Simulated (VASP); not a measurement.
Here is the system:

```
CELL_PARAMETERS angstrom
      0.00000     2.69851     2.69851
      2.69851     0.00000     2.69851
      2.69851     2.69851     0.00000
ATOMIC_POSITIONS crystal
  Si 0.25000 0.25000 0.25000
  Si 0.75000 0.75000 0.75000
  Ni 0.00000 0.00000 0.00000
```

Computed with PBEsol GGA with spin-orbit coupling, VASP's PBE PAW potentials (set 64) (plane waves; VASP). Run with 400 eV cut-off, 9×9×9 Γ-centred mesh, Gaussian smearing of 0.050 eV, potentials Si Ni.

### Question
Predict the energy per atom (σ→0), band gap (over mesh and band path) with the smallest direct gap where there is one.

### Answer

```
Quantity                                                              Result
----------------------------------  ----------------------------------------
band gap (over mesh and band path)  none (metal, semimetal or under 0.01 eV)
energy per atom (σ→0)                                         -6.330 eV/atom
```

Only differences to runs with the same potentials and settings are physical.

The compound is NiSi2 in the fluorite structure. It was relaxed first.
